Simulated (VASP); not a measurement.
A run of VASP 6.6.1 is set up as follows.

INCAR

```
PREC = Normal ; ENCUT = 520
EDIFF = 1E-4 ; ISMEAR = 0
SIGMA = 0.15 ; LREAL = False
LASPH = True ; NELM = 60
ALGO = Fast ; ISIF = 3
LWAVE = False ; LCHARG = False
GGA = PE ; IBRION = 2
NSW = 24 ; EDIFFG = -0.08
```

KPOINTS

```
regular mesh
0
Gamma
  3 3 4
```

The input POSCAR:

```
Zr2ZnN2
1.0
    5.2981725800      0.0000000000      0.0000000000
   -2.6490862900      4.5883520500      0.0000000000
    0.0000000000      0.0000000000      3.4175645100
Zr Zn N
2 1 2
Direct
    0.3333333300      0.6666666700      0.5000000000
    0.6666666700      0.3333333300      0.5000000000
    0.0000000000      0.0000000000      0.0000000000
    0.3333333300      0.6666666700      0.0000000000
    0.6666666700      0.3333333300      0.0000000000
```

Potentials or basis: VASP PAW PBE potentials, release 64 (Zr_sv, Zn, N).

The run is started by

```console
$ cat potpaw_PBE.64/Zr_sv/POTCAR potpaw_PBE.64/Zn/POTCAR potpaw_PBE.64/N/POTCAR > POTCAR
$ mpirun -np 1 vasp_std > vasp.out
```

(1) Predict the relaxed cell.

(2) What does it give for the band gap on the k mesh?

Answers

(1) a = 5.342 Å, b = 5.342 Å, c = 4.032 Å, α = 90.00°, β = 90.00°, γ = 120.00°.

(2) none (metal or under the smearing width).

Caveat: the k mesh is coarse (spacing up to 0.46 Å⁻¹), so the values aren't converged.
